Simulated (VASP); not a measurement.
Consider the following.

```yaml
crystal:
  lattice:
    - [0.00000, 2.81822, 2.81822]
    - [2.81822, 0.00000, 2.81822]
    - [2.81822, 2.81822, 0.00000]
  atoms:
    - { symbol: Ga, position: [0.00000, 0.00000, 0.00000] }
    - { symbol: Sb, position: [0.25000, 0.25000, 0.25000] }
```

Computed with LDA (Ceperley-Alder, Perdew-Zunger), VASP's LDA PAW potentials (set 64) (plane waves; VASP). Numerical set-up: 500 eV cut-off, 8×8×8 Γ-centred mesh, Gaussian smearing of 0.050 eV, potentials Ga_d Sb.

Question: Estimate the energy per atom (σ→0), pressure.

Answer: 
| Property | Result |
|---|---|
| energy per atom (σ→0) | -4.060 eV/atom |
| pressure | 19.93 GPa |

Only differences to runs with the same potentials and settings are physical.

The compound is GaSb in the zinc blende structure. It was relaxed first under an external pressure of 20 GPa.
